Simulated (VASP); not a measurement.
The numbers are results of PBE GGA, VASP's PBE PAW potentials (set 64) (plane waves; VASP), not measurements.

Input for VASP

File POSCAR:
```
PbTe
1
    0.0000000000     3.3803230723     3.3803230723
    3.3803230723     0.0000000000     3.3803230723
    3.3803230723     3.3803230723     0.0000000000
Te Pb
1 1
Direct
  0.5000000000   0.5000000000   0.5000000000
  0.0000000000   0.0000000000   0.0000000000
```

**INCAR**
```
ALGO = Normal
EDIFF = 1E-7
ENCUT = 480
GGA = PE
ISIF = 2
ISMEAR = 0
LASPH = .TRUE.
LCHARG = .FALSE.
LMAXMIX = 4
LREAL = .FALSE.
LWAVE = .FALSE.
NELM = 100
PREC = Accurate
SIGMA = 0.05
SYSTEM = PbTe
```

KPOINTS:
```
Automatic mesh
0
Gamma
6 6 6
0 0 0
```

POTCAR, in this order: Te Pb_d (PBE.64 set). Program: vasp_std.

Q: What will the output report for the number of irreducible k-points (NKPTS), number of bands (NBANDS), largest plane-wave count, number of space-group operations, FFT grid (NGX, NGY, NGZ)?

A: 
number of irreducible k-points (NKPTS): 16
number of bands (NBANDS): 14
largest plane-wave count: 1868
number of space-group operations: 48
FFT grid (NGX, NGY, NGZ): 36 × 36 × 36

The compound is PbTe in the rock salt structure. This cell was strained or had an atom moved on purpose.
